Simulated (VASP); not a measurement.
An input for Ansatz (written as the equivalent of a VASP run, and not itself run):

Ansatz 0.2 input:
```yaml
crystal:
  lattice:
    - [3.1923800, 0.0000000, 0.0000000]
    - [-1.5961900, 2.7646820, 0.0000000]
    - [0.0000000, 0.0000000, 5.0450400]
  atoms:
    - { symbol: Hf, position: [0.3408770, 0.6615790, 0.2537760] }
    - { symbol: Hf, position: [0.6591230, 0.3384210, 0.7462240] }
kpoints:
  mp_grid: { grid: [11, 11, 6] }
hamiltonian:
  xc: lda
  pseudopotentials: { kind: paw }
scf:
  occupations: { method: gaussian, width: 0.272 }
  max_iter: 100
output: { forces: true, stress: true, eigenvalues: true }
```

Question: Translate this input to VASP (INCAR, KPOINTS, POSCAR, choice of POTCAR).

Answer: One answer among several that fit: 
**INCAR**
```
SYSTEM = Hf
PREC = Accurate; ENCUT = 300; LREAL = F
LASPH = T
EDIFF = 1E-6; NELM = 100; ALGO = Normal
LMAXMIX = 6
ISMEAR = 0; SIGMA = 0.272
ISIF = 2
LWAVE = F; LCHARG = F
```

**POSCAR**
```
Hf
5.045040
  0.6327759542   0.0000000000   0.0000000000
 -0.3163879771   0.5480000159   0.0000000000
  0.0000000000   0.0000000000   1.0000000000
Hf
2
Direct
  0.3408770000   0.6615790000   0.2537760000
  0.6591230000   0.3384210000   0.7462240000
```

KPOINTS:
```
kpoints
0
gamma
  11 11 6
0 0 0
```

POTCAR, in this order: Hf_pv (LDA.64 set). Program: vasp_std.

The two are equivalent in intent, not identical: each code has its own PAW files, so the cut-off isn't converted (ENCUT is set for VASP's; basis.ecutwfc is left out, and Ansatz then takes the one that its files recommend); Ansatz stops its SCF on the density residual and VASP on the energy change (EDIFF); Ansatz's lda is the Perdew-Wang form, while the LDA potentials of VASP carry Perdew-Zunger's.

The structure comes from a computed database's Hf entry; how it stands against other phases isn't given here. The cell was not relaxed at this level, atoms are displaced from their ideal sites.
